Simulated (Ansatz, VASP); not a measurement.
# MgO (Periclase) in two plane-wave programs

One calculation is typed for both programs; each brings its own data sets. How far apart do they land? The cell is taken from a series of runs on this material, whose earlier steps may have relaxed, scaled, displaced or heated it; both programs get it as it stands.

Main program and level: Ansatz 0.2.0; plane waves, with VASP 6.6.1 beside it; zone-centre phonons at LDA.

## 1. Starting point

It takes space group Fm-3m (No. 225, cubic). Conventional cell: a = 4.215 Å, b = 4.215 Å, c = 4.215 Å, α = 90.00°, β = 90.00°, γ = 90.00°. Nearest to O lie 6 Mg at 2.11 Å. Nearest to Mg lie 6 O at 2.11 Å. Farther neighbours and most contacts between anions are not listed.

Coordinates:

```xyz
2
Lattice="0.0000 2.1077 2.1077 2.1077 0.0000 2.1077 2.1077 2.1077 0.0000" Properties=species:S:1:pos:R:3 pbc="T T T"
O     2.1077    2.1077    2.1077
Mg    0.0000    0.0000    0.0000
```

## 2. VASP: zone-centre phonons, LDA

Second derivatives magnify differences that forces hide, and they need a tight electronic threshold.

Lines of VASP's logs that name or quote its potential files are left out, and so is its time.

INCAR

```
SYSTEM = MgO
PREC = Accurate
ENCUT = 600
EDIFF = 1E-08
NELM = 120
ISMEAR = 0
SIGMA = 0.01
LREAL = .FALSE.
ALGO = Normal
GGA = CA
NBANDS = 10
LORBIT = 11
LWAVE = .FALSE.
LCHARG = .FALSE.
ISIF = 2
IBRION = 8
LEPSILON = .TRUE.
LASPH = .TRUE.
GGA_COMPAT = .FALSE.
EFERMI = MIDGAP
KPAR = 2
```

POSCAR

```
MgO
1.0
    0.0000000000      2.1076988128      2.1076988128
    2.1076988128      0.0000000000      2.1076988128
    2.1076988128      2.1076988128      0.0000000000
O Mg
1 1
Direct
    0.5000000000      0.5000000000      0.5000000000
    0.0000000000      0.0000000000      0.0000000000
```

KPOINTS

```
Automatic mesh
0
Gamma
12 12 12
0 0 0
```

Potentials, in the order of the species: O and Mg (LDA family, release 64).

Launch:

```sh
$ mpirun -np 2 vasp_std
```

Numbers of over 12 decimals in the logs are rounded to 6 here.

Log:

```text
[banner, memory and clock lines left out]
running    2 mpi-ranks, on    1 nodes
 distrk:  each k-point on    1 cores,    2 groups
 distr:  one band on    1 cores,    1 groups

 POSCAR found type information on POSCAR O Mg
 POSCAR found :  2 types and       2 ions
 LDA part: xc-table for (Slater(with rela. corr.)+CA(PZ))
 , standard interpolation
 POSCAR, INCAR and KPOINTS ok, starting setup
 FFT: planning ... GRIDC
 FFT: planning ... GRID_SOFT
 FFT: planning ... GRID
 WAVECAR not read
 entering main loop
       N       E                     dE             d eps       ncg     rms          rms(c)
DAV:   1     0.152555360155E+02    0.15256E+02   -0.50916E+03  1632   0.800E+02
DAV:   2    -0.142777200381E+02   -0.29533E+02   -0.28935E+02  1702   0.149E+02
DAV:   3    -0.149919842743E+02   -0.71426E+00   -0.71369E+00  1712   0.203E+01
DAV:   4    -0.149939990994E+02   -0.20148E-02   -0.20148E-02  1612   0.112E+00
DAV:   5    -0.149940047936E+02   -0.56942E-05   -0.56942E-05  1632   0.570E-02    0.703E+00
DAV:   6    -0.134909820295E+02    0.15030E+01   -0.90796E+00  1478   0.177E+01    0.228E+00
DAV:   7    -0.134505424338E+02    0.40440E-01   -0.71782E-02  1544   0.245E+00    0.129E+00
DAV:   8    -0.134262731664E+02    0.24269E-01   -0.31602E-02  1466   0.197E+00    0.213E-01
DAV:   9    -0.134260129206E+02    0.26025E-03   -0.27365E-04  1656   0.135E-01    0.141E-01
DAV:  10    -0.134258586625E+02    0.15426E-03   -0.40254E-04  1512   0.184E-01    0.801E-03
DAV:  11    -0.134258578317E+02    0.83075E-06   -0.39087E-06  1570   0.116E-02    0.306E-03
DAV:  12    -0.134258578353E+02   -0.35230E-08   -0.19729E-07  1602   0.323E-03    0.853E-04
DAV:  13    -0.134258578291E+02    0.61801E-08   -0.94469E-09   890   0.112E-03
   1 F= -.13425858E+02 E0= -.13425858E+02  d E =0.000000E+00
 Linear response reoptimize wavefunctions to high precision
DAV:   1    -0.134258578297E+02   -0.61658E-09   -0.20108E-10   930   0.143E-04
DAV:   2    -0.134258578297E+02    0.22510E-10   -0.12109E-11   818   0.354E-05
 Linear response G [H, r] |phi>, progress :
  Direction:   1
       N       E                     dE             d eps       ncg     rms
RMM:   1    -0.321233710639E+02   -0.32123E+02    0.11840E+01  3195   0.501E+01
RMM:   2    -0.303287163404E+02    0.17947E+01   -0.66531E-01  2298   0.680E+00
RMM:   3    -0.303313572558E+02   -0.26409E-02   -0.41182E-03  2402   0.403E-01
RMM:   4    -0.303314115082E+02   -0.54252E-04   -0.46986E-05  2570   0.309E-02
RMM:   5    -0.303314118956E+02   -0.38740E-06   -0.24396E-07  2633   0.249E-03
RMM:   6    -0.303314118997E+02   -0.40940E-08    0.54890E-08  2389   0.245E-04
 Linear response G [H, r] |phi>, progress :
  Direction:   2
       N       E                     dE             d eps       ncg     rms
RMM:   1    -0.305468721058E+02   -0.30547E+02    0.15211E+01  3164   0.495E+01
RMM:   2    -0.301224612968E+02    0.42441E+00   -0.71943E-01  2300   0.709E+00
RMM:   3    -0.301251684376E+02   -0.27071E-02   -0.36050E-03  2402   0.399E-01
RMM:   4    -0.301252192156E+02   -0.50778E-04   -0.51651E-05  2570   0.317E-02
RMM:   5    -0.301252196827E+02   -0.46709E-06   -0.35556E-07  2631   0.269E-03
RMM:   6    -0.301252196872E+02   -0.45558E-08   -0.18819E-08  2365   0.258E-04
 Linear response G [H, r] |phi>, progress :
  Direction:   3
       N       E                     dE             d eps       ncg     rms
RMM:   1    -0.272895445199E+02   -0.27290E+02    0.56896E+01  3048   0.489E+01
RMM:   2    -0.256209549587E+02    0.16686E+01   -0.50449E-01  2257   0.581E+00
RMM:   3    -0.256224118555E+02   -0.14569E-02   -0.24131E-03  2362   0.321E-01
RMM:   4    -0.256224467057E+02   -0.34850E-04   -0.47427E-05  2466   0.281E-02
RMM:   5    -0.256224471886E+02   -0.48280E-06   -0.29562E-07  2498   0.236E-03
RMM:   6    -0.256224471955E+02   -0.69291E-08    0.22479E-09  2184   0.234E-04
 Linear response to external field (no local field effect), progress :
  Direction:   1
       N       E                     dE             d eps       ncg     rms          rms(c)
RMM:   1    -0.133385369482E+00   -0.13339E+00   -0.41453E-01  3233   0.179E+00
RMM:   2    -0.133671056382E+00   -0.28569E-03   -0.97869E-04  2274   0.219E-01
RMM:   3    -0.133674260912E+00   -0.32045E-05   -0.22222E-06  2359   0.108E-02
RMM:   4    -0.133674270004E+00   -0.90918E-08   -0.87167E-09  2336   0.697E-04
 change of polarisation eV/A/(eV/A) component  1 :     0.267     0.087     0.025
 dielectric tensor                  component  1 :     3.583     0.836     0.237
 Linear response to external field (no local field effect), progress :
  Direction:   2
       N       E                     dE             d eps       ncg     rms          rms(c)
RMM:   1    -0.135185246440E+00   -0.13519E+00   -0.43026E-01  3156   0.178E+00
RMM:   2    -0.135535089544E+00   -0.34984E-03   -0.10404E-03  2251   0.222E-01
RMM:   3    -0.135539267627E+00   -0.41781E-05   -0.26798E-06  2354   0.116E-02
RMM:   4    -0.135539280884E+00   -0.13258E-07   -0.11290E-08  2353   0.762E-04
RMM:   5    -0.135539280943E+00   -0.59262E-10   -0.61740E-11  1785   0.603E-05
 change of polarisation eV/A/(eV/A) component  2 :     0.087     0.271    -0.041
 dielectric tensor                  component  2 :     0.836     3.619    -0.399
 Linear response to external field (no local field effect), progress :
  Direction:   3
       N       E                     dE             d eps       ncg     rms          rms(c)
RMM:   1    -0.824632099261E-01   -0.82463E-01   -0.21230E-01  3126   0.138E+00
RMM:   2    -0.829972249785E-01   -0.53402E-03   -0.59009E-04  2255   0.162E-01
RMM:   3    -0.829988561578E-01   -0.16312E-05   -0.14446E-06  2325   0.811E-03
RMM:   4    -0.829988620258E-01   -0.58679E-08   -0.61667E-09  2195   0.545E-04
 change of polarisation eV/A/(eV/A) component  3 :     0.025    -0.041     0.166
 dielectric tensor                  component  3 :     0.237    -0.399     2.604
 Linear response to external field, progress :
  Direction:   1
       N       E                     dE             d eps       ncg     rms          rms(c)
RMM:   1    -0.117098819839E+00   -0.11710E+00   -0.35324E-01  7140   0.165E+00
RMM:   2    -0.117401121283E+00   -0.30230E-03   -0.86225E-04  5094   0.199E-01    0.539E-01
RMM:   3    -0.114551226359E+00    0.28499E-02   -0.12486E-03  5080   0.268E-01    0.315E-01
RMM:   4    -0.118792294178E+00   -0.42411E-02   -0.21757E-03  5066   0.366E-01    0.254E-02
RMM:   5    -0.119149520083E+00   -0.35723E-03   -0.19071E-05  5332   0.394E-02    0.498E-03
RMM:   6    -0.119209124384E+00   -0.59604E-04   -0.10203E-07  5488   0.283E-03    0.195E-03
RMM:   7    -0.119217788421E+00   -0.86640E-05   -0.42537E-08  5317   0.161E-03    0.146E-04
RMM:   8    -0.119218652764E+00   -0.86434E-06   -0.89246E-10  5209   0.246E-04    0.436E-05
RMM:   9    -0.119218723103E+00   -0.70338E-07   -0.39986E-12  3273   0.356E-05    0.794E-06
 change of polarisation eV/A/(eV/A) component  1 :     0.223     0.047     0.017
 dielectric tensor                  component  1 :     3.152     0.451     0.163
 Linear response to external field, progress :
  Direction:   2
       N       E                     dE             d eps       ncg     rms          rms(c)
RMM:   1    -0.116966988886E+00   -0.11697E+00   -0.35192E-01  7144   0.165E+00
RMM:   2    -0.117401123548E+00   -0.43413E-03   -0.87339E-04  5094   0.201E-01    0.539E-01
RMM:   3    -0.114551265798E+00    0.28499E-02   -0.12485E-03  5075   0.268E-01    0.315E-01
RMM:   4    -0.118792316625E+00   -0.42411E-02   -0.21759E-03  5068   0.366E-01    0.254E-02
RMM:   5    -0.119149586703E+00   -0.35727E-03   -0.19053E-05  5332   0.394E-02    0.497E-03
RMM:   6    -0.119209209328E+00   -0.59623E-04   -0.10181E-07  5493   0.283E-03    0.194E-03
RMM:   7    -0.119217777810E+00   -0.85685E-05   -0.42543E-08  5316   0.161E-03    0.149E-04
RMM:   8    -0.119218672341E+00   -0.89453E-06   -0.94397E-10  5257   0.252E-04    0.439E-05
RMM:   9    -0.119218721441E+00   -0.49100E-07   -0.58937E-12  3242   0.358E-05    0.796E-06
 change of polarisation eV/A/(eV/A) component  2 :     0.036     0.223    -0.003
 dielectric tensor                  component  2 :     0.347     3.152    -0.028
 Linear response to external field, progress :
  Direction:   3
       N       E                     dE             d eps       ncg     rms          rms(c)
RMM:   1    -0.116968017408E+00   -0.11697E+00   -0.35193E-01  7139   0.165E+00
RMM:   2    -0.117401120211E+00   -0.43310E-03   -0.87346E-04  5096   0.201E-01    0.539E-01
RMM:   3    -0.114551268170E+00    0.28499E-02   -0.12486E-03  5080   0.268E-01    0.315E-01
RMM:   4    -0.118792290077E+00   -0.42410E-02   -0.21759E-03  5066   0.366E-01    0.254E-02
RMM:   5    -0.119149588268E+00   -0.35730E-03   -0.19039E-05  5332   0.394E-02    0.497E-03
RMM:   6    -0.119209219823E+00   -0.59632E-04   -0.10191E-07  5482   0.283E-03    0.194E-03
RMM:   7    -0.119217779152E+00   -0.85593E-05   -0.42576E-08  5315   0.161E-03    0.149E-04
RMM:   8    -0.119218675828E+00   -0.89668E-06   -0.96175E-10  5255   0.252E-04    0.440E-05
RMM:   9    -0.119218724145E+00   -0.48317E-07   -0.56942E-12  3236   0.358E-05    0.795E-06
 change of polarisation eV/A/(eV/A) component  3 :     0.005     0.026     0.223
 dielectric tensor                  component  3 :     0.045     0.248     3.152
 Linear response DOF=           2
 Linear response progress:
  Degree of freedom:   1/  2
       N       E                     dE             d eps       ncg     rms          rms(c)
RMM:   1    -0.349468638742E+00   -0.34947E+00    0.37904E-01  5870   0.425E+00
RMM:   2    -0.349596570815E+00   -0.12793E-03   -0.17621E-03  5151   0.343E-01    0.129E-01
RMM:   3    -0.350927064869E+00   -0.13305E-02   -0.35091E-04  4937   0.135E-01    0.689E-02
RMM:   4    -0.352949400443E+00   -0.20223E-02   -0.35472E-04  4681   0.139E-01    0.169E-02
RMM:   5    -0.352951174325E+00   -0.17739E-05   -0.47383E-06  5369   0.202E-02    0.140E-03
RMM:   6    -0.352949447428E+00    0.17269E-05   -0.31552E-08  5630   0.166E-03    0.803E-04
RMM:   7    -0.352944921511E+00    0.45259E-05   -0.13542E-09  5452   0.351E-04    0.496E-05
RMM:   8    -0.352944777419E+00    0.14409E-06   -0.47651E-11  5677   0.511E-05    0.164E-05
RMM:   9    -0.352944832525E+00   -0.55106E-07   -0.25287E-12  5624   0.134E-05    0.248E-06
RMM:  10    -0.352944829640E+00    0.28855E-08    0.94009E-12  4325   0.296E-06    0.517E-07
 first order change of Fermi-energy   0.13466E-02
 force on displaced ion       1 direction 1 :  -5.027   0.000   0.000
 Born effective charge ion    1 direction 1 :  -1.969   0.000   0.000
 Linear response progress:
  Degree of freedom:   2/  2
       N       E                     dE             d eps       ncg     rms          rms(c)
RMM:   1    -0.204539485306E-02   -0.20454E-02    0.75663E-05  6753   0.504E-01
RMM:   2    -0.199786550218E-02    0.47529E-04   -0.14050E-04  4982   0.807E-02    0.339E-02
RMM:   3    -0.197234593345E-02    0.25520E-04   -0.14575E-05  5195   0.265E-02    0.177E-02
RMM:   4    -0.197050810480E-02    0.18378E-05   -0.12647E-05  5213   0.242E-02    0.329E-03
RMM:   5    -0.197044970841E-02    0.58396E-07   -0.14520E-07  5214   0.293E-03    0.319E-04
RMM:   6    -0.197041985851E-02    0.29850E-07   -0.67552E-10  5214   0.216E-04    0.136E-04
RMM:   7    -0.197032931063E-02    0.90548E-07   -0.24363E-10  5330   0.128E-04    0.134E-05
RMM:   8    -0.197034395794E-02   -0.14647E-07   -0.32531E-12  5448   0.129E-05    0.282E-06
RMM:   9    -0.197034251462E-02    0.14433E-08    0.35087E-13  4908   0.344E-06    0.478E-07
 first order change of Fermi-energy   0.52501E-04
 force on displaced ion       2 direction 1 :  -5.001   0.000   0.000
 Born effective charge ion    2 direction 1 :   1.969   0.000   0.000
 Born effective charges drift removed
 Linear response finished
```

Parts of OUTCAR (step 2):

```text
ion  position               nearest neighbor table
   1  0.500  0.500  0.500-   2 2.11   2 2.11   2 2.11   2 2.11   2 2.11   2 2.11
   2  0.000  0.000  0.000-   1 2.11   1 2.11   1 2.11   1 2.11   1 2.11   1 2.11

  LATTYP: Found a face centered cubic cell.
 ALAT       =     4.2153976256

 Subroutine GETGRP returns: Found 48 space group operations
 (whereof 48 operations were pure point group operations)

The static configuration has the point symmetry O_h .

 Found     72 irreducible k-points:

   k-points           NKPTS =     72   k-points in BZ     NKDIM =     72   number of bands    NBANDS=     10

   dimension x,y,z NGX =    24 NGY =   24 NGZ =   24
   dimension x,y,z NGXF=    48 NGYF=   48 NGZF=   48

   ENCUT  =  600.0 eV  44.10 Ry    6.64 a.u.   5.95  5.95  5.95*2*pi/ulx,y,z

   NELECT =       8.0000    total number of electrons

 k-points in reciprocal lattice and weights: Automatic mesh
   0.00000000  0.00000000  0.00000000       0.001
   0.08333333  0.00000000  0.00000000       0.005
   0.16666667  0.00000000  0.00000000       0.005
   0.25000000  0.00000000  0.00000000       0.005
   0.33333333  0.00000000  0.00000000       0.005
   0.41666667  0.00000000  0.00000000       0.005
   0.50000000  0.00000000  0.00000000       0.002
   0.08333333  0.08333333  0.00000000       0.003
   0.16666667  0.08333333  0.00000000       0.014
[...]
-0.33333333  0.50000000  0.16666667       0.007
  -0.25000000  0.50000000  0.25000000       0.003

 average (electrostatic) potential at core
       1 -70.7835       2 -35.1560

  Total       -0.9720657     -0.9720657     -0.9720657     -0.0000000      0.0000000     -0.0000000
  in kB      -83.1669093    -83.1669093    -83.1669093     -0.0000000      0.0000000     -0.0000000
  external PRESSURE =     -83.1669093 kB  Pullay stress =       0.0000000 kB

  energy-cutoff  :      600.00
  volume of cell :       18.73
      direct lattice vectors                 reciprocal lattice vectors
     0.000000000  2.107698813  2.107698813    -0.237225545  0.237225545  0.237225545
     2.107698813  0.000000000  2.107698813     0.237225545 -0.237225545  0.237225545
     2.107698813  2.107698813  0.000000000     0.237225545  0.237225545 -0.237225545

 POSITION                                       TOTAL-FORCE (eV/Angst)
 -----------------------------------------------------------------------------------
      2.10770      2.10770      2.10770         0.000000     -0.000000     -0.000000
      0.00000      0.00000      0.00000        -0.000000      0.000000      0.000000
 -----------------------------------------------------------------------------------
    total drift:                               -0.000000     -0.000000      0.000000

 MACROSCOPIC STATIC DIELECTRIC TENSOR (including local field effects in DFT)
 ------------------------------------------------------
           3.151623    -0.000000     0.000000
           0.000000     3.151623     0.000000
           0.000000    -0.000000     3.151623
 ------------------------------------------------------

 PIEZOELECTRIC TENSOR (including local field effects)  for field in x, y, z        (C/m^2)
          XX          YY          ZZ          XY          YZ          ZX
  --------------------------------------------------------------------------------
  x     0.00000     0.00000     0.00000     0.00000     0.00000     0.00000
  y     0.00000     0.00000     0.00000     0.00000     0.00000     0.00000
  z     0.00000     0.00000     0.00000     0.00000     0.00000     0.00000

 BORN EFFECTIVE CHARGES (including local field effects) (in |e|, cummulative output)
 ---------------------------------------------------------------------------------
 ion    1
    1    -1.96935     0.00000     0.00000
    2     0.00000    -1.96935     0.00000
    3     0.00000     0.00000    -1.96935
 ion    2
    1     1.96935    -0.00000     0.00000
    2     0.00000     1.96935     0.00000
    3     0.00000     0.00000     1.96935

 Eigenvectors and eigenvalues of the dynamical matrix
 ----------------------------------------------------

   1 f  =   11.272648 THz    70.828137 2PiTHz  376.015067 cm-1    46.619906 meV
             X         Y         Z           dx          dy          dz
      2.107699  2.107699  2.107699     0.777361    0.000000    0.000000
      0.000000  0.000000  0.000000    -0.629055    0.000000    0.000000

   2 f  =   11.272648 THz    70.828137 2PiTHz  376.015067 cm-1    46.619906 meV
             X         Y         Z           dx          dy          dz
      2.107699  2.107699  2.107699     0.000000   -0.777361    0.000000
      0.000000  0.000000  0.000000     0.000000    0.629055    0.000000

   3 f  =   11.272648 THz    70.828137 2PiTHz  376.015067 cm-1    46.619906 meV
             X         Y         Z           dx          dy          dz
      2.107699  2.107699  2.107699    -0.000000   -0.000000   -0.777361
      0.000000  0.000000  0.000000    -0.000000   -0.000000    0.629055

   4 f/i=    0.014553 THz     0.091441 2PiTHz    0.485448 cm-1     0.060188 meV
             X         Y         Z           dx          dy          dz
      2.107699  2.107699  2.107699     0.206952    0.516862    0.292804
      0.000000  0.000000  0.000000     0.255743    0.638718    0.361835

   5 f/i=    0.014553 THz     0.091441 2PiTHz    0.485448 cm-1     0.060188 meV
             X         Y         Z           dx          dy          dz
      2.107699  2.107699  2.107699    -0.114030   -0.269733    0.556733
      0.000000  0.000000  0.000000    -0.140913   -0.333325    0.687988

   6 f/i=    0.014553 THz     0.091441 2PiTHz    0.485448 cm-1     0.060188 meV
             X         Y         Z           dx          dy          dz
      2.107699  2.107699  2.107699    -0.582991    0.236236   -0.004953
      0.000000  0.000000  0.000000    -0.720437    0.291931   -0.006121

 MACROSCOPIC STATIC DIELECTRIC TENSOR IONIC CONTRIBUTION
 ------------------------------------------------------
           7.474552    -0.000000     0.000000
          -0.000000     7.474552     0.000000
           0.000000     0.000000     7.474552
 ------------------------------------------------------

 ELASTIC MODULI CONTR FROM IONIC RELAXATION (kBar)
 Direction    XX          YY          ZZ          XY          YZ          ZX
 --------------------------------------------------------------------------------
 XX           0.0000      0.0000      0.0000      0.0000      0.0000      0.0000
 YY           0.0000      0.0000      0.0000      0.0000      0.0000      0.0000
 ZZ           0.0000      0.0000      0.0000      0.0000      0.0000      0.0000
 XY           0.0000      0.0000      0.0000      0.0000      0.0000      0.0000
 YZ           0.0000      0.0000      0.0000      0.0000      0.0000      0.0000
 ZX           0.0000      0.0000      0.0000      0.0000      0.0000      0.0000
 --------------------------------------------------------------------------------

 PIEZOELECTRIC TENSOR IONIC CONTR  for field in x, y, z        (C/m^2)
          XX          YY          ZZ          XY          YZ          ZX
  --------------------------------------------------------------------------------
  x     0.00000     0.00000     0.00000     0.00000     0.00000     0.00000
  y     0.00000     0.00000     0.00000     0.00000     0.00000     0.00000
  z     0.00000     0.00000     0.00000     0.00000     0.00000     0.00000
```

[end of part 1 of 2]

[Lines on the potential files, build, host, timing and source positions are cut from VASP's logs without a mark.]

[Logs are printed without paths, hosts, clocks, repeated set-up lines and the standing remarks that a program may print on its own settings, such as how far it seeks lower states.]

[Hosts, paths, dates, database ids (printed as entryN), source tags and the programs' standing remarks are cut or masked in the printed files.]
